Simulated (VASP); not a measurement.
Given:

```yaml
crystal:
  lattice:
    - [1.50564, -2.60785, 0.00000]
    - [1.50564, 2.60785, 0.00000]
    - [0.00000, 0.00000, 3.19272]
  atoms:
    - { symbol: Ti, position: [0.00000, 0.00000, 0.00000] }
    - { symbol: B, position: [0.33333, 0.66667, 0.50000] }
    - { symbol: B, position: [0.66667, 0.33333, 0.50000] }
```

Level of theory: PBE GGA with D3 dispersion (zero damping), VASP's PBE PAW potentials (set 64) (plane waves; VASP). Run with 520 eV cut-off, 13×13×11 Γ-centred mesh, tetrahedra with Blöchl corrections, potentials Ti_sv B.

**Question.** Predict the energy per atom (σ→0), band gap (on the k-mesh) with the smallest direct gap where there is one.

**Answer.** 
The band gap (on the k-mesh) is none (metal, semimetal or under 0.01 eV) and the energy per atom (σ→0) is -814.0 kJ/mol of atoms.

The compound is TiB2 in the AlB2 type structure. It was relaxed first.
